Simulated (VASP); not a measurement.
Input:

```
BiB
1.0
    0.00000     2.74461     2.74461
    2.74461     0.00000     2.74461
    2.74461     2.74461     0.00000
Bi B
1 1
Cartesian
  1.37230   1.37230   1.37230
  0.00000   0.00000   0.00000
```

These are r2SCAN meta-GGA, VASP's PBE PAW potentials (set 64) (plane waves; VASP) values and carry that method's errors. Numerical set-up: 520 eV cut-off, 8×8×8 Γ-centred mesh, Gaussian smearing of 0.050 eV, potentials Bi_d B.

Unless said otherwise, spin-orbit coupling is left out, though it shifts the bands of the heavy elements here.

Estimate the energy per atom (σ→0), band gap (on the k-mesh) with the smallest direct gap where there is one.

| Quantity | Value |
|---|---|
| band gap (on the k-mesh) | 0.40 eV |
| smallest direct gap (on the k-mesh) | 0.40 eV |
| energy per atom (σ→0) | -32.154 eV/atom |

The absolute energy has meaning only against runs of the same code, potentials and settings.

The structure was generated: BiB was put into the zincblende type (F-43m), which need not be its known phase. It was relaxed first, which changed the volume by -6 %. The start is the result of an earlier pass.
